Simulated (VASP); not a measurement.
# Gap, carriers and strain in SiGe2 (Fm-3m), part 3 of 3

Aim: the gap of SiGe2, the masses at its band edges and their response to strain. The cell is generated by rule, not measured, and may not be a known phase.

VASP 6.6.1, plane waves and PAW; the level of theory is named at each step.

Still holding for the runs below: The k-mesh is coarse for a metal.

So far. Step 3 (Bands on a dense mesh): At 35.8 GPa the cell is away from the equilibrium volume of this level: left free, it would expand. Step 5 (Orbitals for bands with HSE06, ENCUT 410): The run ends at a pressure of 39.91 GPa.

The structure was built from a prototype and need not be the compound's stable phase.

## (6) Bands with HSE06

This step: HSE06; plane waves and PAW (Si, Ge_d); invented cell (VASP 6.6.1).

A quarter of screened exact exchange corrects much of the semilocal gap error; its cost forces a coarser mesh.

The input, INCAR:

```
SYSTEM = SiGe2
PREC = Accurate
ENCUT = 410
EDIFF = 1E-06
NELM = 100
ISMEAR = 0
SIGMA = 0.02
LREAL = .FALSE.
ALGO = Normal
LHFCALC = .TRUE.
AEXX = 0.25
GGA = PE
HFSCREEN = 0.2
LASPH = .TRUE.
NBANDS = 22
PRECFOCK = Fast
LORBIT = 11
LWAVE = .FALSE.
LCHARG = .FALSE.
KPAR = 4
ISIF = 2
```

The input, POSCAR:

```
SiGe2
1.0
    0.0000000000      2.7830600000      2.7830600000
    2.7830600000      0.0000000000      2.7830600000
    2.7830600000      2.7830600000      0.0000000000
Si Ge
1 2
Direct
    0.0000000000      0.0000000000      0.0000000000
    0.2500000000      0.2500000000      0.2500000000
    0.7500000000      0.7500000000      0.7500000000
```

The input, KPOINTS:

```
Automatic mesh
0
Gamma
4 4 4
0 0 0
```

The input, KPOINTS_OPT:

```
Line mode
8
Line-mode
Reciprocal
  0.00000000   0.00000000   0.00000000 GAMMA
  0.50000000   0.00000000   0.50000000 X

  0.50000000   0.00000000   0.50000000 X
  0.50000000   0.25000000   0.75000000 W

  0.50000000   0.25000000   0.75000000 W
  0.37500000   0.37500000   0.75000000 K

  0.37500000   0.37500000   0.75000000 K
  0.00000000   0.00000000   0.00000000 GAMMA

  0.00000000   0.00000000   0.00000000 GAMMA
  0.50000000   0.50000000   0.50000000 L

  0.50000000   0.50000000   0.50000000 L
  0.62500000   0.25000000   0.62500000 U

  0.62500000   0.25000000   0.62500000 U
  0.50000000   0.25000000   0.75000000 W

  0.50000000   0.25000000   0.75000000 W
  0.50000000   0.50000000   0.50000000 L

  0.50000000   0.50000000   0.50000000 L
  0.37500000   0.37500000   0.75000000 K

  0.62500000   0.25000000   0.62500000 U
  0.50000000   0.00000000   0.50000000 X
```

The projector-augmented-wave data sets are Si and Ge_d (PBE family, release 64).

The WAVECAR or CHGCAR of an earlier step is read.

Started as:

```console
> mpirun -np 4 vasp_std
```

What it wrote:

```text
[banner, memory and clock lines left out]
running    4 mpi-ranks, on    1 nodes
[...]
LDA part: xc-table for (Slater+PW92), standard interpolation
 found WAVECAR, reading the header
 POSCAR, INCAR and KPOINTS ok, starting setup
[...]
reading WAVECAR
 the WAVECAR file was read successfully
 initial charge from wavefunction
 entering main loop
       N       E                     dE             d eps       ncg     rms          rms(c)
DAV:   1    -0.139341827402E+02   -0.13934E+02   -0.96940E-01   464   0.198E+01    0.263E+00
DAV:   2    -0.139269021848E+02    0.72806E-02   -0.45146E-02   470   0.350E+00    0.170E+00
DAV:   3    -0.139244476443E+02    0.24545E-02   -0.67735E-03   486   0.165E+00    0.102E+00
DAV:   4    -0.139241125948E+02    0.33505E-03   -0.82167E-04   528   0.484E-01    0.591E-01
[...]
DAV:   9    -0.139239324969E+02    0.25835E-05   -0.53005E-07   230   0.570E-03    0.377E-02
DAV:  10    -0.139239313895E+02    0.11074E-05   -0.18914E-07   230   0.339E-03    0.217E-02
DAV:  11    -0.139239307941E+02    0.59540E-06   -0.10276E-07   230   0.221E-03
   1 F= -.13923931E+02 E0= -.13923268E+02  d E =-.132503E-02
 Start KPOINTS_OPT (optional k-point list driver)
k-point batch [1-8\80]
       N       E                     dE             ncg
DAV:   1    -0.595543776418E+03   -0.51371E+04      424
DAV:   2    -0.235942877575E+04   -0.17639E+04      364
DAV:   3    -0.258619824726E+04   -0.22677E+03      400
DAV:   4    -0.259630733647E+04   -0.10109E+02      406
DAV:   5    -0.259657005850E+04   -0.26272E+00      432
DAV:   6    -0.259657820988E+04   -0.81514E-02      438
DAV:   7    -0.259657861069E+04   -0.40081E-03      470
DAV:   8    -0.259657863335E+04   -0.22659E-04      368
DAV:   9    -0.259657863408E+04   -0.72801E-06      280
k-point batch [9-16\80]
|                     _     ____    _    _    _____     _                     |
|                    | |   |  _ \  | |  | |  / ____|   | |                    |
|                    | |   | |_) | | |  | | | |  __    | |                    |
|                    |_|   |  _ <  | |  | | | | |_ |   |_|                    |
|                     _    | |_) | | |__| | | |__| |    _                     |
|                    (_)   |____/   \____/   \_____|   (_)                    |
|                                                                             |
|                                                                             |
|     internal error in CHECK_GEN_LAYOUT: G-vectors changed at ik:10 old:     |
|     792 new: 791                                                            |
|                                                                             |
|     If you are not a developer, you should not encounter this problem.      |
|     Please submit a bug report.                                             |
|                                                                             |

|                     _     ____    _    _    _____     _                     |
|                    | |   |  _ \  | |  | |  / ____|   | |                    |
|                    | |   | |_) | | |  | | | |  __    | |                    |
|                    |_|   |  _ <  | |  | | | | |_ |   |_|                    |
|                     _    | |_) | | |__| | | |__| |    _                     |
|                    (_)   |____/   \____/   \_____|   (_)                    |
|                                                                             |
|                                                                             |
|     internal error in CHECK_GEN_LAYOUT: G-vectors changed at ik:10 old:     |
|     792 new: 791                                                            |
|                                                                             |
|     If you are not a developer, you should not encounter this problem.      |
|     Please submit a bug report.                                             |
|                                                                             |

|                     _     ____    _    _    _____     _                     |
|                    | |   |  _ \  | |  | |  / ____|   | |                    |
|                    | |   | |_) | | |  | | | |  __    | |                    |
|                    |_|   |  _ <  | |  | | | | |_ |   |_|                    |
|                     _    | |_) | | |__| | | |__| |    _                     |
|                    (_)   |____/   \____/   \_____|   (_)                    |
|                                                                             |
|                                                                             |
|     internal error in CHECK_GEN_LAYOUT: G-vectors changed at ik:10 old:     |
|     792 new: 791                                                            |
|                                                                             |
|     If you are not a developer, you should not encounter this problem.      |
|     Please submit a bug report.                                             |
|                                                                             |

|                     _     ____    _    _    _____     _                     |
|                    | |   |  _ \  | |  | |  / ____|   | |                    |
|                    | |   | |_) | | |  | | | |  __    | |                    |
|                    |_|   |  _ <  | |  | | | | |_ |   |_|                    |
|                     _    | |_) | | |__| | | |__| |    _                     |
|                    (_)   |____/   \____/   \_____|   (_)                    |
|                                                                             |
|                                                                             |
|     internal error in CHECK_GEN_LAYOUT: G-vectors changed at ik:10 old:     |
|     792 new: 791                                                            |
|                                                                             |
|     If you are not a developer, you should not encounter this problem.      |
|     Please submit a bug report.                                             |
|                                                                             |

1
1
1
1
```

The job ended after 2 min (4 MPI ranks of AMD EPYC 9R45, shared host).

The run ended with an error.

VASP's message: “internal error in CHECK_GEN_LAYOUT: G-vectors changed at ik:10 old: 792 new: 791”. No number of this run is used.

## (7) Orbitals for bands with HSE06, ENCUT 417

Against the failed run before it, this one has the cutoff, the threshold and the exact exchange changed.

This step: PBE; plane waves and PAW (Si, Ge_d); invented cell (VASP 6.6.1).

The input, INCAR:

```
SYSTEM = SiGe2
PREC = Accurate
ENCUT = 417
EDIFF = 1E-05
NELM = 100
ISMEAR = 0
SIGMA = 0.02
LREAL = .FALSE.
ALGO = Normal
GGA = PE
NBANDS = 22
LORBIT = 11
LWAVE = .TRUE.
LCHARG = .FALSE.
KPAR = 4
```

POSCAR is that of step 6.

KPOINTS is that of step 6.

Started as:

```console
> mpirun -np 4 vasp_std
```

What it wrote:

```text
[... set-up lines as in an earlier step ...]
 entering main loop
       N       E                     dE             d eps       ncg     rms          rms(c)
DAV:   1     0.189427978828E+03    0.18943E+03   -0.13672E+04   404   0.357E+03
DAV:   2     0.141218776268E+02   -0.17531E+03   -0.16785E+03   352   0.566E+02
DAV:   3    -0.110969734552E+02   -0.25219E+02   -0.24843E+02   400   0.133E+02
DAV:   4    -0.117953069886E+02   -0.69833E+00   -0.69755E+00   376   0.261E+01
[...]
DAV:   9    -0.115743410975E+02   -0.10198E-03   -0.69866E-04   394   0.158E-01    0.924E-02
DAV:  10    -0.115743309778E+02    0.10120E-04   -0.55448E-05   494   0.125E-01    0.286E-02
DAV:  11    -0.115743323803E+02   -0.14025E-05   -0.67465E-06   258   0.362E-02
   1 F= -.11574332E+02 E0= -.11573670E+02  d E =-.132503E-02
 writing wavefunctions
```

Elapsed: 2.4 s, on 4 MPI ranks; peak memory 0.51 GiB.

Parts of OUTCAR (step 7):

```text
  Total       10.6292069     10.6292069     10.6292069      0.0000000      0.0000000      0.0000000
  in kB      395.0151398    395.0151398    395.0151398      0.0000000      0.0000000      0.0000000
  external PRESSURE =     395.0151398 kB  Pullay stress =       0.0000000 kB

 POSITION                                       TOTAL-FORCE (eV/Angst)
 -----------------------------------------------------------------------------------
      0.00000      0.00000      0.00000        -0.000000      0.000000     -0.000000
      1.39153      1.39153      1.39153        -0.000000      0.000000     -0.000000
      4.17459      4.17459      4.17459         0.000000     -0.000000      0.000000
 -----------------------------------------------------------------------------------
    total drift:                                0.000000      0.000000      0.000000

  FREE ENERGIE OF THE ION-ELECTRON SYSTEM (eV)
  ---------------------------------------------------
  free  energy   TOTEN  =       -11.5743323803 eV

  energy  without entropy=      -11.5730073456  energy(sigma->0) =      -11.57366986

[... 1 part as in an earlier step ...]

[... 2 further parts left out ...]
[key lines of the parts left out:]
E-fermi :  10.2891
```

Numbers from this step:

| Item | Value |
| --- | --- |
| SCF cycles | 11 |
| pressure | 39.50 GPa |

The run ends at a pressure of 39.50 GPa.

## (8) Bands with HSE06 (run 2)

This step: HSE06; plane waves and PAW (Si, Ge_d); invented cell (VASP 6.6.1).

The input, INCAR:

```
SYSTEM = SiGe2
PREC = Accurate
ENCUT = 417
EDIFF = 1E-06
NELM = 100
ISMEAR = 0
SIGMA = 0.02
LREAL = .FALSE.
ALGO = Normal
LHFCALC = .TRUE.
AEXX = 0.25
GGA = PE
HFSCREEN = 0.2
LASPH = .TRUE.
NBANDS = 22
PRECFOCK = Fast
LORBIT = 11
LWAVE = .FALSE.
LCHARG = .FALSE.
KPAR = 4
ISIF = 2
```

POSCAR is that of step 7.

KPOINTS is that of step 7.

KPOINTS_OPT is that of step 6.

The WAVECAR or CHGCAR of an earlier step is read.

Started as:

```console
> mpirun -np 4 vasp_std
```

What it wrote:

```text
[... set-up lines as in an earlier step ...]
 entering main loop
       N       E                     dE             d eps       ncg     rms          rms(c)
DAV:   1    -0.139341600489E+02   -0.13934E+02   -0.97522E-01   464   0.198E+01    0.263E+00
DAV:   2    -0.139268028956E+02    0.73572E-02   -0.45401E-02   476   0.351E+00    0.170E+00
DAV:   3    -0.139243376982E+02    0.24652E-02   -0.68561E-03   492   0.166E+00    0.102E+00
DAV:   4    -0.139240023690E+02    0.33533E-03   -0.82199E-04   522   0.485E-01    0.592E-01
[...]
DAV:   9    -0.139238200263E+02    0.25461E-05   -0.52828E-07   230   0.571E-03    0.378E-02
DAV:  10    -0.139238189858E+02    0.10405E-05   -0.18612E-07   230   0.338E-03    0.218E-02
DAV:  11    -0.139238182422E+02    0.74358E-06   -0.10419E-07   230   0.221E-03
   1 F= -.13923818E+02 E0= -.13923156E+02  d E =-.132503E-02
 Start KPOINTS_OPT (optional k-point list driver)
k-point batch [1-8\80]
       N       E                     dE             ncg
DAV:   1    -0.691813892269E+03   -0.50937E+04      428
DAV:   2    -0.237838149880E+04   -0.16866E+04      352
DAV:   3    -0.258701154111E+04   -0.20863E+03      376
DAV:   4    -0.259646081135E+04   -0.94493E+01      424
DAV:   5    -0.259679067407E+04   -0.32986E+00      424
DAV:   6    -0.259680106422E+04   -0.10390E-01      450
DAV:   7    -0.259680154073E+04   -0.47651E-03      478
DAV:   8    -0.259680155654E+04   -0.15811E-04      374
DAV:   9    -0.259680155706E+04   -0.52031E-06      280
[...]
k-point batch [73-80\80]
       N       E                     dE             ncg
DAV:   1    -0.651874931837E+03   -0.90372E+04      404
DAV:   2    -0.245561584219E+04   -0.18037E+04      352
DAV:   3    -0.270276790714E+04   -0.24715E+03      412
DAV:   4    -0.271247641892E+04   -0.97085E+01      430
DAV:   5    -0.271267384440E+04   -0.19743E+00      456
DAV:   6    -0.271267918490E+04   -0.53405E-02      436
DAV:   7    -0.271267941079E+04   -0.22589E-03      450
DAV:   8    -0.271267941983E+04   -0.90366E-05      366
DAV:   9    -0.271267942024E+04   -0.40512E-06      278
```

Elapsed: 11 min, on 4 MPI ranks; peak memory 0.98 GiB; 44 min of CPU time.

OUTCAR, selected parts (step 8):

```text
  Total       10.0126334     10.0126334     10.0126334     -0.0000000     -0.0000000     -0.0000000
  in kB      372.1013060    372.1013060    372.1013060     -0.0000000     -0.0000000     -0.0000000
  external PRESSURE =     372.1013060 kB  Pullay stress =       0.0000000 kB

 POSITION                                       TOTAL-FORCE (eV/Angst)
 -----------------------------------------------------------------------------------
      0.00000      0.00000      0.00000        -0.000000     -0.000000     -0.000000
      1.39153      1.39153      1.39153        -0.000000     -0.000000     -0.000000
      4.17459      4.17459      4.17459         0.000000      0.000000      0.000000
 -----------------------------------------------------------------------------------
    total drift:                                0.000000      0.000002     -0.000001

  FREE ENERGIE OF THE ION-ELECTRON SYSTEM (eV)
  ---------------------------------------------------
  free  energy   TOTEN  =       -13.9238182422 eV

  energy  without entropy=      -13.9224932075  energy(sigma->0) =      -13.92315572

[... 1 part as in an earlier step ...]

[... 2 further parts left out ...]
[key lines of the parts left out:]
E-fermi :  10.3403
```

The k-mesh is coarse for exact exchange; in a metal the Fermi energy and the levels can shift by several tenths of an eV on a finer one.

Numbers from this step:

```yaml
free_energy_toten: -13.92 eV
energy_at_zero_smearing: -13.92 eV
fermi_energy: 10.34 eV
pressure: 37.21 GPa
```

## (9) What came out

```
gap, PBEsol                            : none
gap with spin-orbit coupling           : none
gap, HSE06 without spin-orbit coupling : none
```

What this shows: At this level the bands overlap or touch. Masses were not obtained, since there is no gap at this level. The strain response was not obtained, since there is no gap at this level.

[Lines on the potential files, build, host, timing and source positions are cut from VASP's logs without a mark.]

[Logs are printed without paths, hosts, clocks, repeated set-up lines and the standing remarks that a program may print on its own settings, such as how far it seeks lower states.]

[Hosts, paths, dates, database ids (printed as entryN), source tags and the programs' standing remarks are cut or masked in the printed files.]

[In band tables of VASP the shares of atoms and orbitals are scaled to a sum of 1 inside the atoms' spheres.]

[Gaps and slopes under strain along one axis are those of the sampled path and mesh points; where strain splits equal valleys, another of them can be the edge.]
